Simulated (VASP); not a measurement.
Input for VASP

### INCAR
```
ALGO  =  Normal
EDIFF  =  1E-7
ENCUT  =  520
GGA  =  PS
ISIF  =  2
ISMEAR  =  -5
LASPH  =  .True.
LCHARG  =  .True.
LEFG  =  .True.
LMAXMIX  =  4
LORBIT  =  11
LREAL  =  .False.
LWAVE  =  .False.
NEDOS  =  601
NELM  =  100
PREC  =  Accurate
SYSTEM  =  YB2Rh3
```

File POSCAR:
```
YB2Rh3
1
    5.3569846333     0.0000000000     0.0000000000
   -2.6784923167     4.6392850270     0.0000000000
    0.0000000000    -0.0000000000     3.1058410286
Y B Rh
1 2 3
Direct
  0.0000000000   0.0000000000   0.5000000000
  0.6666670000   0.3333330000   0.5000000000
  0.3333330000   0.6666670000   0.5000000000
  0.0000000000   0.5000000000   0.0000000000
  0.5000000000   0.0000000000   0.0000000000
  0.5000000000   0.5000000000   0.0000000000
```

### KPOINTS
```
kpoints
0
Gamma
8 8 11
0 0 0
```

POTCAR, in this order: Y_sv B Rh_pv (PBE.64 set). Program: vasp_std.

Problem. Write an equivalent input for Ansatz.

Solution. One equivalent input (not run):
Ansatz 0.2 input:
```yaml
crystal:
  lattice:
    - [5.3569846, 0.0000000, 0.0000000]
    - [-2.6784923, 4.6392850, 0.0000000]
    - [0.0000000, 0.0000000, 3.1058410]
  atoms:
    - { symbol: Y, position: [0.0000000, 0.0000000, 0.5000000] }
    - { symbol: B, position: [0.6666670, 0.3333330, 0.5000000] }
    - { symbol: B, position: [0.3333330, 0.6666670, 0.5000000] }
    - { symbol: Rh, position: [0.0000000, 0.5000000, 0.0000000] }
    - { symbol: Rh, position: [0.5000000, 0.0000000, 0.0000000] }
    - { symbol: Rh, position: [0.5000000, 0.5000000, 0.0000000] }
kpoints:
  mp_grid: { grid: [8, 8, 11] }
hamiltonian:
  xc: pbesol
  pseudopotentials: { kind: paw }
scf:
  occupations: { method: tetrahedron }
  max_iter: 100
output: { forces: true, stress: true, eigenvalues: true }
```
The two are equivalent in intent, not identical: each code has its own PAW files, so the cut-off isn't converted (ENCUT is set for VASP's; basis.ecutwfc is left out, and Ansatz then takes the one that its files recommend); Ansatz stops its SCF on the density residual and VASP on the energy change (EDIFF); the field gradients of LEFG aren't asked of the other code.

The structure comes from a computed database's YB2Rh3 entry (P6/mmm); how it stands against other phases isn't given here. It was relaxed first.
